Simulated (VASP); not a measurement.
**CoSn: input slips in a relaxation and what they do**

Aim: see how common mistakes in a VASP relaxation show up, on CoSn. The starting structure is a computed structure from the Materials Project. The first relaxation on each setting starts from this cell expanded by 3 % in volume.

Method: Kohn-Sham DFT with plane waves and PAW; PBEsol, in VASP 6.6.1.

## 1. The structure

It takes space group P6/mmm (No. 191, hexagonal). The conventional cell has a = 5.246 Å, b = 5.246 Å, c = 4.188 Å, α = 90.00°, β = 90.00°, γ = 120.00°. Nearest to Sn lie 6 Co at 2.62 Å. Nearest to Sn lie 6 Co at 2.58 Å. Nearest to Co lie 6 Sn at 2.58 to 2.62 Å and 4 Co at 2.62 Å. Farther neighbours are not listed.

As a file:

```cif
data_structure
_symmetry_space_group_name_H-M 'P 1'
_symmetry_Int_Tables_number 1
_cell_length_a 5.2460
_cell_length_b 5.2460
_cell_length_c 4.1876
_cell_angle_alpha 90.000
_cell_angle_beta 90.000
_cell_angle_gamma 120.000
_cell_volume 99.81
loop_
_atom_site_label
_atom_site_type_symbol
_atom_site_fract_x
_atom_site_fract_y
_atom_site_fract_z
_atom_site_occupancy
Sn1 Sn 0.00000 0.00000 0.00000 1
Sn2 Sn 0.33333 0.66667 0.50000 1
Sn3 Sn 0.66667 0.33333 0.50000 1
Co4 Co 0.50000 0.00000 0.00000 1
Co5 Co 0.50000 0.50000 0.00000 1
Co6 Co 0.00000 0.50000 0.00000 1
```

## 2. Reference relaxation

This run starts from the cell of an earlier relaxation, which isn't shown; the restart sets up the plane waves anew.

The input, INCAR:

```
SYSTEM = CoSn
PREC = Accurate
ENCUT = 450
EDIFF = 1E-06
NELM = 100
ISMEAR = 1
SIGMA = 0.15
LREAL = .FALSE.
ALGO = Normal
GGA = PS
NBANDS = 49
ISPIN = 2
MAGMOM = 0 0 0 2 2 2
LASPH = .TRUE.
LMAXMIX = 4
LORBIT = 11
LWAVE = .FALSE.
LCHARG = .FALSE.
KPAR = 8
IBRION = 2
NSW = 50
ISIF = 3
EDIFFG = -0.006
```

The input, POSCAR:

```
CoSn
1.0
    5.2213762160      0.0000000000      0.0000000000
   -2.6106881080      4.5218444457      0.0000000000
    0.0000000000      0.0000000000      4.1639624131
Sn Co
3 3
Direct
    0.0000000000      0.0000000000      0.0000000000
    0.3333333333      0.6666666667      0.5000000000
    0.6666666667      0.3333333333      0.5000000000
    0.5000000000      0.0000000000      0.0000000000
    0.5000000000      0.5000000000      0.0000000000
    0.0000000000      0.5000000000      0.0000000000
```

The input, KPOINTS:

```
Automatic mesh
0
Gamma
9 9 8
0 0 0
```

The projector-augmented-wave data sets are Sn_d and Co (PBE family, release 64).

Run with:

```console
$ mpirun -np 8 vasp_std
```

Log:

```text
[banner, memory and clock lines left out]
running    8 mpi-ranks, on    1 nodes
 distrk:  each k-point on    1 cores,    8 groups
 distr:  one band on    1 cores,    1 groups

 POSCAR found type information on POSCAR SnCo
 POSCAR found :  2 types and       6 ions
|                                                                             |
|           W    W    AA    RRRRR   N    N  II  N    N   GGGG   !!!           |
|           W    W   A  A   R    R  NN   N  II  NN   N  G    G  !!!           |
|           W    W  A    A  R    R  N N  N  II  N N  N  G       !!!           |
|           W WW W  AAAAAA  RRRRR   N  N N  II  N  N N  G  GGG   !            |
|           WW  WW  A    A  R   R   N   NN  II  N   NN  G    G                |
|           W    W  A    A  R    R  N    N  II  N    N   GGGG   !!!           |
|                                                                             |
|     For optimal performance we recommend to set                             |
|       NCORE = 2 up to number-of-cores-per-socket                            |
|     NCORE specifies how many cores store one orbital (NPAR=cpu/NCORE).      |
|     This setting can greatly improve the performance of VASP for DFT.       |
|     The default, NCORE=1 might be grossly inefficient on modern             |
|     multi-core architectures or massively parallel machines. Do your        |
|     Unfortunately you need to use the default for GW and RPA                |
|     calculations (for HF NCORE is supported but not extensively tested      |
|     yet).                                                                   |
|                                                                             |

|                                                                             |
|               ----> ADVICE to this user running VASP <----                  |
|                                                                             |
|     You enforced a specific xc type in the INCAR file but a different       |
|     [... a line on the potential file left out ...]
|     I HOPE YOU KNOW WHAT YOU ARE DOING!                                     |
|                                                                             |

 LDA part: xc-table for (Slater+PW92), standard interpolation
 POSCAR, INCAR and KPOINTS ok, starting setup
 FFT: planning ... GRIDC
 FFT: planning ... GRID_SOFT
 FFT: planning ... GRID
 WAVECAR not read
 entering main loop
       N       E                     dE             d eps       ncg     rms          rms(c)
DAV:   1     0.664943100460E+03    0.66494E+03   -0.27467E+04 12280   0.207E+03
DAV:   2     0.679245365431E+02   -0.59702E+03   -0.56927E+03 11760   0.527E+02
DAV:   3    -0.339302930866E+02   -0.10185E+03   -0.98708E+02 12155   0.196E+02
DAV:   4    -0.390582335381E+02   -0.51279E+01   -0.51037E+01 13548   0.504E+01
DAV:   5    -0.392123408534E+02   -0.15411E+00   -0.15408E+00 16456   0.782E+00    0.184E+01
DAV:   6    -0.437075627657E+02   -0.44952E+01   -0.31150E+01 14030   0.578E+01    0.223E+01
DAV:   7    -0.369880245573E+02    0.67195E+01   -0.19834E+01 13906   0.444E+01    0.646E+00
DAV:   8    -0.369830335189E+02    0.49910E-02   -0.16825E+00 14291   0.893E+00    0.269E+00
DAV:   9    -0.369721818214E+02    0.10852E-01   -0.26051E-01 13812   0.453E+00    0.130E+00
DAV:  10    -0.369721971517E+02   -0.15330E-04   -0.22322E-02 15342   0.132E+00    0.445E-01
DAV:  11    -0.369701377573E+02    0.20594E-02   -0.42520E-03 14985   0.571E-01    0.166E-01
DAV:  12    -0.369700872629E+02    0.50494E-04   -0.87440E-04 13420   0.246E-01    0.761E-02
DAV:  13    -0.369700978719E+02   -0.10609E-04   -0.10629E-04 14958   0.864E-02    0.344E-02
DAV:  14    -0.369701013321E+02   -0.34603E-05   -0.19688E-05 14980   0.321E-02    0.138E-02
DAV:  15    -0.369701031365E+02   -0.18044E-05   -0.38054E-06 11972   0.181E-02    0.533E-03
DAV:  16    -0.369701030337E+02    0.10288E-06   -0.56755E-07  8151   0.635E-03
   1 F= -.36970103E+02 E0= -.36974619E+02  d E =-.369701E+02  mag=    -0.0000
 curvature:   0.00 expect dE= 0.000E+00 dE for cont linesearch  0.000E+00
 trial: gam= 0.00000 g(F)=  0.453E-47 g(S)=  0.144E-04 ort = 0.000E+00 (trialstep = 0.100E+01)
 search vector abs. value=  0.144E-04
 bond charge predicted
       N       E                     dE             d eps       ncg     rms          rms(c)
DAV:   1    -0.369703637326E+02   -0.26060E-03   -0.39691E-03 13514   0.695E-01    0.124E-01
DAV:   2    -0.369705733513E+02   -0.20962E-03   -0.19609E-03 13416   0.501E-01    0.163E-01
DAV:   3    -0.369701286356E+02    0.44472E-03   -0.10312E-03 13815   0.367E-01    0.381E-02
DAV:   4    -0.369701040167E+02    0.24619E-04   -0.72887E-05 15865   0.846E-02    0.751E-03
DAV:   5    -0.369701040462E+02   -0.29519E-07   -0.69303E-06 13817   0.250E-02
   2 F= -.36970104E+02 E0= -.36974617E+02  d E =-.101258E-05  mag=    -0.0000
 trial-energy change:   -0.000001  1 .order    0.000007   -0.000014    0.000028
 step:   0.6052(harm=  0.3357)  dis= 0.00000  next Energy=   -36.970109 (dE=-0.613E-05)
 bond charge predicted
       N       E                     dE             d eps       ncg     rms          rms(c)
DAV:   1    -0.369701480268E+02   -0.44010E-04   -0.60864E-04 13609   0.272E-01    0.487E-02
DAV:   2    -0.369701796859E+02   -0.31659E-04   -0.30206E-04 13455   0.197E-01    0.641E-02
DAV:   3    -0.369701118243E+02    0.67862E-04   -0.15903E-04 13749   0.144E-01    0.151E-02
DAV:   4    -0.369701077295E+02    0.40948E-05   -0.11332E-05 15671   0.335E-02    0.302E-03
DAV:   5    -0.369701071114E+02    0.61801E-06   -0.87996E-07  6590   0.970E-03
   3 F= -.36970107E+02 E0= -.36974622E+02  d E =-.407779E-05  mag=     0.0000
 curvature:  -0.14 expect dE=-0.614E-07 dE for cont linesearch -0.596E-07
 trial: gam=-0.14154 g(F)=  0.334E-47 g(S)=  0.438E-06 ort = 0.247E-05 (trialstep = 0.921E+00)
 search vector abs. value=  0.263E-07
 reached required accuracy - stopping structural energy minimisation
```

It took 72 s on 8 MPI ranks of Intel Xeon 6975P-C (Granite Rapids), shared host; peak memory 3.7 GiB.

The logs omit lines about the potential files and the build; timing stands in the text.

From OUTCAR (step 2):

```text
ion  position               nearest neighbor table
   1  0.000  0.000  0.000-   5 2.61   6 2.61   6 2.61   5 2.61   4 2.61   4 2.61   3 3.66   3 3.66
                             2 3.66   2 3.66   2 3.66   3 3.66   2 3.66   3 3.66   2 3.66   3 3.66
   2  0.333  0.667  0.500-   4 2.57   4 2.57   6 2.57   6 2.57   5 2.57   5 2.57   3 3.01   3 3.01
                             3 3.01   1 3.66   1 3.66   1 3.66   1 3.66   1 3.66   1 3.66
   3  0.667  0.333  0.500-   4 2.57   4 2.57   6 2.57   6 2.57   5 2.57   5 2.57   2 3.01   2 3.01
                             2 3.01   1 3.66   1 3.66   1 3.66   1 3.66   1 3.66   1 3.66
   4  0.500  0.000  0.000-   2 2.57   3 2.57   2 2.57   3 2.57   5 2.61   6 2.61   5 2.61   6 2.61
                             1 2.61   1 2.61
   5  0.500  0.500  0.000-   2 2.57   3 2.57   2 2.57   3 2.57   1 2.61   4 2.61   4 2.61   1 2.61
                             6 2.61   6 2.61
   6  0.000  0.500  0.000-   2 2.57   3 2.57   2 2.57   3 2.57   1 2.61   4 2.61   1 2.61   4 2.61
                             5 2.61   5 2.61

  LATTYP: Found a hexagonal cell.
 ALAT       =     5.2213762160
 C/A-ratio  =     0.7974836979

 Subroutine GETGRP returns: Found 24 space group operations
 (whereof 24 operations were pure point group operations)

The static configuration has the point symmetry D_6h.

 Found     60 irreducible k-points:

   k-points           NKPTS =     60   k-points in BZ     NKDIM =     60   number of bands    NBANDS=     49

   dimension x,y,z NGX =    36 NGY =   36 NGZ =   30
   dimension x,y,z NGXF=    72 NGYF=   72 NGZF=   60

   ENCUT  =  450.0 eV  33.07 Ry    5.75 a.u.   9.03  9.03  7.20*2*pi/ulx,y,z

   NELECT =      69.0000    total number of electrons

 k-points in reciprocal lattice and weights: Automatic mesh
   0.00000000  0.00000000  0.00000000       0.002
   0.11111111 -0.00000000  0.00000000       0.009
   0.22222222  0.00000000  0.00000000       0.009
   0.33333333 -0.00000000  0.00000000       0.009
   0.44444444  0.00000000  0.00000000       0.009
   0.11111111  0.11111111  0.00000000       0.009
   0.22222222  0.11111111  0.00000000       0.019
   0.33333333  0.11111111  0.00000000       0.019
   0.44444444  0.11111111  0.00000000       0.009
[...]
0.33333333  0.22222222  0.50000000       0.019
   0.33333333  0.33333333  0.50000000       0.003

 average (electrostatic) potential at core
       1 -96.4210       2 -96.3122       3 -96.3122       4 -77.5290       5 -77.5290
       6 -77.5290

 E-fermi :  10.1681

 spin component 1
 k-point     1 :       0.0000    0.0000    0.0000
  band No.  band energies     occupation
    ...
     30       9.7457      1.00025
     31       9.7685      1.00054
     32       9.7685      1.00054
     33       9.7855      1.00092
     34       9.7855      1.00092
     35      10.7355     -0.00000
     36      10.8878     -0.00000
     37      11.6328     -0.00000
     38      11.6328     -0.00000
     39      13.2157      0.00000
    ...

 k-point     2 :       0.1111   -0.0000    0.0000
  band No.  band energies     occupation
    ...
     30       9.7118      1.00007
     31       9.7684      1.00054
     32       9.7799      1.00077
     33       9.8128      1.00204
     34       9.8697      1.00827
     35      10.7367     -0.00000
     36      11.0799     -0.00000
     37      11.6879     -0.00000
     38      11.7724     -0.00000
     39      13.2995      0.00000
    ...

 k-point     3 :       0.2222    0.0000    0.0000
  band No.  band energies     occupation
    ...
     30       9.6038      1.00000
     31       9.7250      1.00012
     32       9.7765      1.00070
     33       9.8845      1.01120
     34      10.1319      0.69793
     35      10.7844     -0.00000
     36      11.3706     -0.00000
     37      11.9192     -0.00000
     38      12.4017     -0.00000
     39      13.6359      0.00000
    ...

 k-point     4 :       0.3333   -0.0000    0.0000
  band No.  band energies     occupation
    ...
     29       8.8239      1.00000
     30       9.4427      1.00000
     31       9.6373      1.00000
     32       9.7753      1.00067
     33       9.8612      1.00686
     34      10.5713     -0.00048
     35      10.8858     -0.00000
     36      11.6335     -0.00000
     37      12.4827     -0.00000
     38      13.0021     -0.00000
    ...

 k-point     5 :       0.4444    0.0000    0.0000
  band No.  band energies     occupation
    ...
     29       8.9786      1.00000
     30       9.2719      1.00000
     31       9.5663      1.00000
     32       9.7748      1.00066
     33       9.7887      1.00101
     34      10.9464     -0.00000
     35      11.1129     -0.00000
     36      11.9132     -0.00000
     37      12.2453     -0.00000
     38      12.9616     -0.00000
    ...

 k-point     6 :       0.1111    0.1111    0.0000
  band No.  band energies     occupation
    ...
     30       9.6549      1.00001
     31       9.7545      1.00034
     32       9.7570      1.00037
     33       9.8577      1.00635
     34      10.0507      0.98554
     35      10.7573     -0.00000
     36      11.2671     -0.00000
     37      11.9813     -0.00000
     38      12.0866     -0.00000
     39      13.5067      0.00000
    ...

  Total       -0.0015626     -0.0015626     -0.0070434      0.0000000      0.0000000      0.0000000
  in kB       -0.0254741     -0.0254741     -0.1148213      0.0000000      0.0000000      0.0000000
  external PRESSURE =      -0.0552565 kB  Pullay stress =       0.0000000 kB

  energy-cutoff  :      450.00
  volume of cell :       98.28
      direct lattice vectors                 reciprocal lattice vectors
     5.221028142  0.000000000  0.000000000     0.191533156  0.110581719  0.000000000
    -2.610514071  4.521543004 -0.000000000    -0.000000000  0.221163439  0.000000000
    -0.000000000 -0.000000000  4.163201018    -0.000000000  0.000000000  0.240199788

 POSITION                                       TOTAL-FORCE (eV/Angst)
 -----------------------------------------------------------------------------------
      0.00000      0.00000      0.00000        -0.000000     -0.000000      0.000000
     -0.00000      3.01436      2.08160        -0.000000     -0.000000     -0.000000
      2.61051      1.50718      2.08160         0.000000      0.000000      0.000000
      2.61051      0.00000      0.00000        -0.000000     -0.000000      0.000000
      1.30526      2.26077     -0.00000        -0.000000      0.000000      0.000000
     -1.30526      2.26077     -0.00000        -0.000000     -0.000000      0.000000
 -----------------------------------------------------------------------------------
    total drift:                                0.000000      0.000000     -0.000000

  FREE ENERGIE OF THE ION-ELECTRON SYSTEM (eV)
  ---------------------------------------------------
  free  energy   TOTEN  =       -36.9701071114 eV

  energy  without entropy=      -36.9836506911  energy(sigma->0) =      -36.97462164

 reached required accuracy - stopping structural energy minimisation

 total charge
# of ion       s       p       d       tot
------------------------------------------
    1        1.155   1.135  10.051  12.341
    2        1.127   1.292  10.083  12.502
    3        1.127   1.292  10.083  12.502
    4        0.410   0.487   7.494   8.392
    5        0.410   0.487   7.494   8.392
    6        0.410   0.487   7.494   8.392
--------------------------------------------------
tot          4.640   5.181  52.700  62.521

 magnetization (x)
# of ion       s       p       d       tot
------------------------------------------
    1       -0.000  -0.000  -0.000  -0.000
    2        0.000   0.000  -0.000   0.000
    3        0.000   0.000  -0.000   0.000
    4        0.000  -0.000   0.000   0.000
    5        0.000  -0.000   0.000   0.000
    6        0.000  -0.000   0.000   0.000
--------------------------------------------------
tot          0.000  -0.000   0.000   0.000

[... 1 further part left out ...]
```

CONTCAR:

```
CoSn
   1.00000000000000
     5.2210281416791693    0.0000000000000000    0.0000000000000000
    -2.6105140708395846    4.5215430044957694   -0.0000000000000000
    -0.0000000000000000   -0.0000000000000000    4.1632010184752835
  Sn              Co
     3     3
Direct
     0.0000000000000000    0.0000000000000000    0.0000000000000000
     0.3333333332999970    0.6666666667000030    0.5000000000000000
     0.6666666667000030    0.3333333332999970    0.5000000000000000
     0.5000000000000000    0.0000000000000000    0.0000000000000000
     0.5000000000000000    0.5000000000000000    0.0000000000000000
     0.0000000000000000    0.5000000000000000    0.0000000000000000
```

The moments of the start collapse, so the state is non-magnetic; other starts or orders were not tried. The PAW data sets were made with PBE, which is usual practice but a small mismatch for other functionals. The run keeps the 24 symmetry operations of its start, so it cannot find a distortion of lower symmetry.

The reference relaxation ends at 16.380 Å³ an atom.

## 3. Relaxation with a cutoff far too low

A slip made on purpose: a cutoff far too low. Against step 2 the input has PREC = Normal and ENCUT = 150 (also changed: NELM).

Changes to INCAR since step 2:

```diff
@@ -1,6 +1,6 @@
 SYSTEM = CoSn
-PREC = Accurate
-ENCUT = 450
+PREC = Normal
+ENCUT = 150
 EDIFF = 1E-06
-NELM = 100
+NELM = 60
 ISMEAR = 1
```

Changes to POSCAR since step 2:

```diff
@@ -2,5 +2,5 @@
 1.0
-    5.2213762160      0.0000000000      0.0000000000
-   -2.6106881080      4.5218444457      0.0000000000
-    0.0000000000      0.0000000000      4.1639624131
+    5.2979842952      0.0000000000      0.0000000000
+   -2.6489921476      4.5881889885      0.0000000000
+    0.0000000000      0.0000000000      4.2290542867
 Sn Co
```

KPOINTS is that of step 2.

Run with:

```console
$ mpirun -np 8 vasp_std
```

Log:

```text
[banner, memory and clock lines left out]
running    8 mpi-ranks, on    1 nodes
[...]
[... a notice as in an earlier step ...]

 [... a notice as in an earlier step ...]

 LDA part: xc-table for (Slater+PW92), standard interpolation
 POSCAR, INCAR and KPOINTS ok, starting setup
[...]
entering main loop
       N       E                     dE             d eps       ncg     rms          rms(c)
DAV:   1     0.328751467735E+03    0.32875E+03   -0.16247E+04 12210   0.713E+02
DAV:   2    -0.512090618359E+01   -0.33387E+03   -0.31659E+03 12129   0.239E+02
DAV:   3    -0.253289308923E+02   -0.20208E+02   -0.19849E+02 13152   0.603E+01
DAV:   4    -0.255218010443E+02   -0.19287E+00   -0.19245E+00 12766   0.622E+00
[...]
DAV:  14    -0.113314624598E+02    0.70930E-05   -0.87895E-05 12655   0.677E-02    0.826E-02
DAV:  15    -0.113314627286E+02   -0.26882E-06   -0.10748E-05 12853   0.193E-02    0.809E-02
DAV:  16    -0.113314628955E+02   -0.16694E-06   -0.95276E-07  9244   0.494E-03
[...]
|     E        R   R    R   R    O     O  R   R                               |
|     E        R    R   R    R   O     O  R    R      ###     ###     ###     |
|     EEEEEEE  R     R  R     R  OOOOOOO  R     R     ###     ###     ###     |
|                                                                             |
|     Orbital orthonormalization failed in the inversion of matrix            |
|     LAPACK: Routine ZPOTRF failed! kpoint: 1 spin: 1                        |
|                                                                             |
|     Possible solutions for this issue are:                                  |
|     - Please check whether the atoms are too close to each other.           |
|     - Decreasing POTIM might help during relaxations or MDs.                |
|     - Deleting CHGCAR or WAVECAR if incompatible with the structure.        |
|     - Try calculating without symmetrizing (ISYM = 0 or ISYM = -1).         |
|     - As last resort: using a different PAW for some of the atoms.          |
|                                                                             |
|       ---->  I REFUSE TO CONTINUE WITH THIS SICK JOB ... BYE!!! <----       |
|                                                                             |

1
1
1
1
1
1
1
1
```

Run time: 11 s. Hardware: 8 MPI ranks.

VASP stopped with this message: “Orbital orthonormalization failed in the inversion of matrix LAPACK: Routine ZPOTRF failed! kpoint: 1 spin: 1”.

[end of part 1 of 2]

[Lines on the potential files, build, host, timing and source positions are cut from VASP's logs without a mark.]

[Logs are printed without paths, hosts, clocks, repeated set-up lines and the standing remarks that a program may print on its own settings, such as how far it seeks lower states.]

[Hosts, paths, dates, database ids (printed as entryN), source tags and the programs' standing remarks are cut or masked in the printed files.]
